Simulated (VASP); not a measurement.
VASP ran on this input.

INCAR:
```
SYSTEM = AuAl2
PREC = Accurate
ENCUT = 400
EDIFF = 1E-6
NELM = 100
ALGO = Normal
LREAL = .FALSE.
LASPH = .TRUE.
ISMEAR = 1
SIGMA = 0.1
GGA = PE
LMAXMIX = 6
LWAVE = .FALSE.
LCHARG = .FALSE.
ISIF = 2
```

**KPOINTS**
```
Automatic mesh
0
Gamma
7 7 7
0 0 0
```

POSCAR:
```
AuAl2
1
    0.0000000000     3.0599822066     3.0600402580
    3.0599473830     0.0000000000     3.0599518380
    3.0599965622     3.0599755838     0.0000000000
Al Au
2 1
Direct
  0.2500000000   0.2500000000   0.2500000000
  0.7500000000   0.7500000000   0.7500000000
  0.0000000000   0.0000000000   0.0000000000
```

POTCAR, in this order: Al Au (PBE.64 set). Program: vasp_std.

Output of the run:

### standard output
```
 POSCAR found type information on POSCAR AlAu
 POSCAR found :  2 types and       3 ions
 Reading from existing POTCAR
 Reading from existing POTCAR

 -----------------------------------------------------------------------------
|                                                                             |
|           W    W    AA    RRRRR   N    N  II  N    N   GGGG   !!!           |
|           W    W   A  A   R    R  NN   N  II  NN   N  G    G  !!!           |
|           W    W  A    A  R    R  N N  N  II  N N  N  G       !!!           |
|           W WW W  AAAAAA  RRRRR   N  N N  II  N  N N  G  GGG   !            |
|           WW  WW  A    A  R   R   N   NN  II  N   NN  G    G                |
|           W    W  A    A  R    R  N    N  II  N    N   GGGG   !!!           |
|                                                                             |
|     Inconsistent Bravais lattice types found for crystalline and            |
|     reciprocal lattice:                                                     |
|                                                                             |
|        Crystalline: face-centered cubic                                     |
|        Reciprocal : base-centered monoclinic                                |
|                    (instead of body-centered cubic)                         |
|                                                                             |
|     In most cases this is due to inaccuracies in the specification of       |
|     the crytalline lattice vectors.                                         |
|                                                                             |
|     Suggested SOLUTIONS:                                                    |
|      ) Refine the lattice parameters of your structure,                     |
|      ) and/or try changing SYMPREC.                                         |
|                                                                             |
 -----------------------------------------------------------------------------

 LDA part: xc-table for (Slater+PW92), standard interpolation

 -----------------------------------------------------------------------------
|                                                                             |
|     EEEEEEE  RRRRRR   RRRRRR   OOOOOOO  RRRRRR      ###     ###     ###     |
|     E        R     R  R     R  O     O  R     R     ###     ###     ###     |
|     E        R     R  R     R  O     O  R     R     ###     ###     ###     |
|     EEEEE    RRRRRR   RRRRRR   O     O  RRRRRR       #       #       #      |
|     E        R   R    R   R    O     O  R   R                               |
|     E        R    R   R    R   O     O  R    R      ###     ###     ###     |
|     EEEEEEE  R     R  R     R  OOOOOOO  R     R     ###     ###     ###     |
|                                                                             |
|     IBZKPT: not all point group operations associated with the symmetry     |
|     operators of the crystalline lattice are members of the point group     |
|     of the reciprocal lattice.                                              |
|                                                                             |
|       ---->  I REFUSE TO CONTINUE WITH THIS SICK JOB ... BYE!!! <----       |
|                                                                             |
 -----------------------------------------------------------------------------
```

Q: Read the log: what went wrong, and how is it fixed?

A: The cause: the lattice vectors carry noise near SYMPREC. VASP stops with an error: IBZKPT: not all point group operations associated with the symmetry operators of the crystalline lattice are members of the point group of the reciprocal lattice. ----> I REFUSE TO CONTINUE WITH THIS SICK JOB ... BYE!!! <---- To mend it, correct POSCAR.
POSCAR:
```
AuAl2
1
    0.0000000000     3.0600000000     3.0600000000
    3.0600000000     0.0000000000     3.0600000000
    3.0600000000     3.0600000000     0.0000000000
Al Au
2 1
Direct
  0.2500000000   0.2500000000   0.2500000000
  0.7500000000   0.7500000000   0.7500000000
  0.0000000000   0.0000000000   0.0000000000
```
The mended run (PBE GGA, plane waves, VASP's PBE PAW potentials (set 64)) converges, and its OSZICAR ends with
```
   1 F= -.11999405E+02 E0= -.11999323E+02  d E =-.247634E-03
```

The compound is AuAl2 in the fluorite structure. The cell was not relaxed at this level.
